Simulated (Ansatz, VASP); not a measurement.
**One calculation of BiB, two programs**

```
B Bi
1.0
     0.00000    2.62683    2.62683
     2.62683    0.00000    2.62683
     2.62683    2.62683    0.00000
B Bi
1 1
Direct
  0.00000 0.00000 0.00000
  0.50000 0.50000 0.50000
```

Alike in both runs: task single point; functional r2SCAN; k mesh 8 × 8 × 8; occupations fermi-dirac, width 0.02 eV; no spin polarisation.

```csv
,VASP,Ansatz
version,VASP 6.6.1,Ansatz 0.2.0
potentials or method,"VASP PAW PBE potentials, release 64 (B, Bi_d)","plane waves, PAW"
plane-wave cutoff (eV),520,500
valence electrons in the cell,18,18
```

```tsv
	VASP	Ansatz	Ansatz less VASP
pressure (GPa)	0.0	0.0	-0.09
```

The functional is the same, so the differences come from potentials, cutoffs and numerics.

Caveats: the PAW data sets were made with another functional, which shifts forces and pressure a little (VASP).
